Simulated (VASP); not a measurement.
An input for Ansatz (written as the equivalent of a VASP run, and not itself run):

Ansatz 0.2 input:
```yaml
crystal:
  lattice:
    - [3.1630409, -0.0000000, 0.0000000]
    - [-1.5815200, 2.7392738, 0.0000000]
    - [0.0000000, 0.0000000, 4.7865068]
  atoms:
    - { symbol: Si, position: [0.3333330, 0.6666670, 0.2500000] }
    - { symbol: Si, position: [0.6666670, 0.3333330, 0.7500000] }
    - { symbol: C, position: [0.3333330, 0.6666670, 0.7500000] }
    - { symbol: C, position: [0.6666670, 0.3333330, 0.2500000] }
kpoints:
  mp_grid: { grid: [10, 10, 6] }
hamiltonian:
  xc: r2scan
  pseudopotentials: { kind: paw }
scf:
  occupations: { method: methfessel_paxton, width: 0.1 }
  max_iter: 100
relax:
  max_steps: 60
  f_tol: 0.02
  cell: {}
output: { forces: true, stress: true, eigenvalues: true }
```

Translate this input to VASP (INCAR, KPOINTS, POSCAR, choice of POTCAR).

One answer among several that fit: 
### INCAR
```
SYSTEM=SiC
PREC=Accurate; ENCUT=520; LREAL=.False.
LASPH=.True.
EDIFF=1E-6; NELM=100; ALGO=Normal
LMIXTAU=.True.
ISMEAR=1; SIGMA=0.1
METAGGA=R2SCAN
IBRION=2; NSW=60; ISIF=3
EDIFFG=-0.02
LWAVE=.False.; LCHARG=.False.
```

### POSCAR
```
SiC
1
    3.1630408831    -0.0000000168    -0.0000000000
   -1.5815199676     2.7392738495    -0.0000000000
    0.0000000000     0.0000000000     4.7865068312
Si C
2 2
Direct
  0.3333330000   0.6666670000   0.2500000000
  0.6666670000   0.3333330000   0.7500000000
  0.3333330000   0.6666670000   0.7500000000
  0.6666670000   0.3333330000   0.2500000000
```

KPOINTS:
```
Automatic mesh
0
Gamma
10 10 6
0 0 0
```

POTCAR, in this order: Si C (PBE.64 set). Program: vasp_std.

What does not carry over: each code has its own PAW files, so the cut-off isn't converted (ENCUT is set for VASP's; basis.ecutwfc is left out, and Ansatz then takes the one that its files recommend); Ansatz stops its SCF on the density residual and VASP on the energy change (EDIFF).

The structure was generated: SiC was put into the h-BN type (P6_3/mmc), which need not be its known phase. This run relaxes it. Symmetry was kept, so distortions that lower it aren't found. The start is the result of an earlier pass.
